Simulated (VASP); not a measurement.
Level of theory: PBE GGA with D3 dispersion (Becke-Johnson damping), VASP's PBE PAW potentials (set 64) (plane waves; VASP).

Input for VASP

### INCAR
```
ALGO = Normal
EDIFF = 1E-6
EDIFFG = -0.02
ENCUT = 520
GGA = PE
IBRION = 2
ISIF = 3
ISMEAR = 1
IVDW = 12
LASPH = .TRUE.
LCHARG = .FALSE.
LMAXMIX = 4
LREAL = .FALSE.
LWAVE = .FALSE.
NELM = 100
NSW = 60
PREC = Accurate
SIGMA = 0.1
SYSTEM = NiSi2
```

**POSCAR**
```
NiSi2
1.0
  0.0000000000   2.6875212189   2.6875212189
  2.6875212189   0.0000000000   2.6875212189
  2.6875212189   2.6875212189   0.0000000000
Si Ni
2 1
Cart
  1.3437606095   1.3437606095   1.3437606095
  4.0312818284   4.0312818284   4.0312818284
  0.0000000000   0.0000000000   0.0000000000
```

File KPOINTS:
```
Automatic mesh
0
Gamma
9 9 9
0 0 0
```

POTCAR, in this order: Si Ni (PBE.64 set). Program: vasp_std.

The run wrote:

**OUTCAR**
```
 ion  position               nearest neighbor table
   1  0.250  0.250  0.250-   3 2.33   3 2.33   3 2.33   3 2.33   2 2.69   2 2.69   2 2.69   2 2.69
                             2 2.69   2 2.69
   2  0.750  0.750  0.750-   3 2.33   3 2.33   3 2.33   3 2.33   1 2.69   1 2.69   1 2.69   1 2.69
                             1 2.69   1 2.69
   3  0.000  0.000  0.000-   2 2.33   2 2.33   2 2.33   1 2.33   2 2.33   1 2.33   1 2.33   1 2.33
  LATTYP: Found a face centered cubic cell.
 ALAT       =     5.3750424378
 Subroutine PRICEL returns:
 Original cell was already a primitive cell.
 Subroutine GETGRP returns: Found 48 space group operations
The static configuration has the point symmetry O_h .
The dynamic configuration has the point symmetry O_h .
 Subroutine INISYM returns: Found 48 space group operations
 Subroutine IBZKPT returns following result:
 Found     35 irreducible k-points:

 Following reciprocal coordinates:
            Coordinates               Weight
  0.000000  0.000000  0.000000      1.000000
  0.111111  0.000000  0.000000      8.000000
  0.222222  0.000000  0.000000      8.000000
  0.333333  0.000000  0.000000      8.000000
  0.444444  0.000000  0.000000      8.000000
  0.111111  0.111111  0.000000      6.000000
...
```

OSZICAR:
```
       N       E                     dE             d eps       ncg     rms          rms(c)
DAV:   1     0.707236029394E+02    0.70724E+02   -0.79120E+03   918   0.141E+03
DAV:   2    -0.149935540880E+02   -0.85717E+02   -0.80507E+02   920   0.254E+02
DAV:   3    -0.193124296633E+02   -0.43189E+01   -0.41835E+01  1196   0.622E+01
DAV:   4    -0.193989344145E+02   -0.86505E-01   -0.86399E-01  1081   0.820E+00
DAV:   5    -0.194012804670E+02   -0.23461E-02   -0.23454E-02  1229   0.142E+00    0.166E+01
DAV:   6    -0.238817214906E+02   -0.44804E+01   -0.53252E+01   990   0.183E+02    0.247E+01
DAV:   7    -0.174333781833E+02    0.64483E+01   -0.15976E+01  1108   0.115E+02    0.394E+00
DAV:   8    -0.173870318784E+02    0.46346E-01   -0.22230E+00  1351   0.253E+01    0.270E+00
DAV:   9    -0.173392387610E+02    0.47793E-01   -0.28191E-01  1126   0.112E+01    0.587E-01
DAV:  10    -0.173380971756E+02    0.11416E-02   -0.10141E-02  1282   0.200E+00    0.259E-01
DAV:  11    -0.173382119609E+02   -0.11479E-03   -0.93317E-04  1240   0.303E-01    0.368E-02
DAV:  12    -0.173382451634E+02   -0.33202E-04   -0.73817E-05  1262   0.181E-01    0.245E-02
DAV:  13    -0.173382440273E+02    0.11361E-05   -0.27860E-05  1084   0.118E-01    0.807E-03
DAV:  14    -0.173382442938E+02   -0.26657E-06   -0.20589E-06   954   0.163E-02
   1 F= -.18697240E+02 E0= -.18697387E+02  d E =-.186972E+02
       N       E                     dE             d eps       ncg     rms          rms(c)
DAV:   1    -0.173789279454E+02   -0.40684E-01   -0.24255E-01  1005   0.110E+01    0.156E+00
DAV:   2    -0.174307978137E+02   -0.51870E-01   -0.57353E-01  1159   0.203E+01    0.246E+00
DAV:   3    -0.173527842044E+02    0.78014E-01   -0.27461E-01  1094   0.137E+01    0.289E-01
DAV:   4    -0.173521380945E+02    0.64611E-03   -0.64262E-03  1053   0.101E+00    0.537E-02
DAV:   5    -0.173521284579E+02    0.96365E-05   -0.20248E-04  1444   0.190E-01    0.275E-02
DAV:   6    -0.173521233403E+02    0.51176E-05   -0.90424E-06  1322   0.629E-02    0.655E-03
DAV:   7    -0.173521237646E+02   -0.42433E-06   -0.20821E-06   756   0.177E-02
   2 F= -.18697799E+02 E0= -.18698041E+02  d E =-.559369E-03
       N       E                     dE             d eps       ncg     rms          rms(c)
DAV:   1    -0.173507858701E+02    0.13375E-02   -0.22391E-02  1010   0.332E+00    0.480E-01
DAV:   2    -0.173557971521E+02   -0.50113E-02   -0.55356E-02  1117   0.622E+00    0.744E-01
DAV:   3    -0.173483263389E+02    0.74708E-02   -0.24796E-02  1096   0.429E+00    0.710E-02
DAV:   4    -0.173483008388E+02    0.25500E-04   -0.62334E-04   970   0.177E-01    0.326E-02
DAV:   5    -0.173482864932E+02    0.14346E-04   -0.30322E-05  1226   0.136E-01    0.967E-03
DAV:   6    -0.173482861657E+02    0.32755E-06   -0.52118E-06  1130   0.354E-02
   3 F= -.18697998E+02 E0= -.18698214E+02  d E =-.758052E-03
```

File OUTCAR:
```
------------------------ aborting loop because EDIFF is reached ----------------------------------------
 Edisp (eV)   -1.34971
  FORCE on cell =-STRESS in cart. coord.  units (eV):
  Direction    XX          YY          ZZ          XY          YZ          ZX
  --------------------------------------------------------------------------------------
  Total       0.00154     0.00154     0.00154     0.00000     0.00000     0.00000
  in kB       0.06305     0.06305     0.06305     0.00000     0.00000     0.00000
  external pressure =        0.06 kB  Pullay stress =        0.00 kB
  volume of cell :       39.08
      direct lattice vectors                 reciprocal lattice vectors
     0.000000000  2.693550740  2.693550740    -0.185628580  0.185628580  0.185628580
     2.693550740  0.000000000  2.693550740     0.185628580 -0.185628580  0.185628580
     2.693550740  2.693550740  0.000000000     0.185628580  0.185628580 -0.185628580
 POSITION                                       TOTAL-FORCE (eV/Angst)
 -----------------------------------------------------------------------------------
      1.34678      1.34678      1.34678        -0.000000     -0.000000     -0.000000
      4.04033      4.04033      4.04033         0.000000      0.000000      0.000000
      0.00000      0.00000      0.00000         0.000000      0.000000     -0.000000
 -----------------------------------------------------------------------------------
    total drift:                               -0.000000     -0.000000      0.000000
  FREE ENERGIE OF THE ION-ELECTRON SYSTEM (eV)
  ---------------------------------------------------
  free  energy   TOTEN  =       -18.6979981186 eV

  energy  without entropy=      -18.6986467918  energy(sigma->0) =      -18.69821434

 reached required accuracy - stopping structural energy minimisation
```
(Selected blocks of OUTCAR.)

CONTCAR:
```
NiSi2
   1.00000000000000
     0.0000000000000000    2.6935507400617267    2.6935507400617267
     2.6935507400617267    0.0000000000000000    2.6935507400617267
     2.6935507400617267    2.6935507400617267    0.0000000000000000
  Si              Ni
     2     1
Direct
     0.2500000000000000    0.2500000000000000    0.2500000000000000
     0.7500000000000000    0.7500000000000000    0.7500000000000000
     0.0000000000000000    0.0000000000000000    0.0000000000000000
```

The compound is NiSi2 in the fluorite structure. This run relaxes it. Symmetry was kept, so distortions that lower it aren't found. The start is the result of an earlier pass. The run is not spin-polarised, so no magnetic state was tried.
